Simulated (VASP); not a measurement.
Method: vdW-DF-cx, VASP's PBE PAW potentials (set 64) (plane waves; VASP 6.6.1).

Input for VASP

**KPOINTS**
```
Automatic mesh
0
Gamma
5 5 5
0 0 0
```

### INCAR
```
! general
SYSTEM   = Na2S
PREC     = Accurate
ENCUT    = 520   ! plane-wave cut-off (eV)
LREAL    = .False.
LASPH    = .True.   ! aspherical one-centre terms

! electronic loop
EDIFF    = 1E-6   ! SCF stop (eV)
NELM     = 100   ! most electronic steps
ALGO     = Normal

! smearing
ISMEAR   = 0   ! Gaussian
SIGMA    = 0.05

! functional
GGA      = CX
LUSE_VDW = .True.
AGGAC    = 0.0

! ions
IBRION   = 2
NSW      = 60   ! most ionic steps
ISIF     = 3   ! ions, shape and volume
EDIFFG   = -0.02   ! ionic stop

! output
LWAVE    = .False.
LCHARG   = .False.
```

**POSCAR**
```
Na2S
1.0
  0.0000000000   3.2613232805   3.2613232805
  3.2613232805   0.0000000000   3.2613232805
  3.2613232805   3.2613232805   0.0000000000
Na S
2 1
Cart
  1.6306616403   1.6306616403   1.6306616403
  4.8919849207   4.8919849207   4.8919849207
  3.2613232805   0.0000000000   3.2613232805
```

POTCAR, in this order: Na_pv S (PBE.64 set). Program: vasp_std.

Q: What will the output report for the number of irreducible k-points (NKPTS), largest plane-wave count, number of space-group operations, FFT grid (NGX, NGY, NGZ)?

A: 
The number of irreducible k-points (NKPTS) is 10. The largest plane-wave count is 1893 and the number of space-group operations is 48. The FFT grid (NGX, NGY, NGZ) is 36 × 36 × 36.

The compound is Na2S in the antifluorite structure. This run relaxes it. Symmetry was kept, so distortions that lower it aren't found.
